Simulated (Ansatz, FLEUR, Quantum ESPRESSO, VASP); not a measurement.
One structure in several programs: LaCo₅ (P6/mmm, 6 atoms in the cell)

Self-consistent single point.

```
LaCo5
1.0
    5.02268     0.00000     0.00000
   -2.51134     4.34977     0.00000
    0.00000     0.00000     3.96039
La Co
1 5
Direct
  0.00000   0.00000   0.00000
  0.33333   0.66667   0.00000
  0.66667   0.33333   0.00000
  0.50000   0.00000   0.50000
  0.50000   0.50000   0.50000
  0.00000   0.50000   0.50000
```
Moments meant for the start (each program seeds them in its own way; μB, in the order of the atoms La Co Co Co Co Co): 0.0 3.0 3.0 3.0 3.0 3.0.

Shared settings, as Ansatz (a first-principles code) writes them: kpoints.mp_grid.grid = 5 5 6; scf.occupations.method = fermi_dirac; scf.occupations.width = 0.05 eV. Potentials and cutoffs stand in the table.

| code | model | pressure (GPa) | size of the net moment (μB/atom) | cutoff |
|---|---|---|---|---|
| Quantum ESPRESSO | PBEsol, SSSP 1.1.2 efficiency (PBE) pseudopotentials | -6.43 | 1.16 | 50 Ry |
| VASP | PBEsol, VASP's PBE PAW potentials (set 64) | -6.81 | 1.13 | 300 eV |
| FLEUR | PBEsol, all-electron FLAPW (FLEUR), scalar-relativistic valence | – | 1.13 | Kmax 3.8 1/bohr |
| Ansatz | PBEsol, PAW files made with PBE | -6.32 | 1.13 | default |

A dash marks a value that a program does not give, or that is left out as unsure.

On Ansatz's run: the magnetic order is the one reached from the typed start; others were not searched systematically.

The spread over the programs that give each value: pressure within 0.49 GPa; size of the net moment within 0.03 μB/atom.

FLEUR treats all electrons, but the usual bases taken here (sphere radii, linearisation, local orbitals, empty states) were not tested for convergence, so the values are no reference for the others. Ansatz's pressure is given at a fixed set of plane waves, as the other plane-wave codes print theirs; with its correction for the finite basis it is -6.23 GPa.

VASP's run is marked for a possible Pulay error in its stress at this cutoff; no cutoff test was made.

The starting cell comes from a database of computed structures (which also holds hypothetical and non-ambient phases and stackings), without a prior relaxation at this level.

Keys are those of Ansatz 0.2.
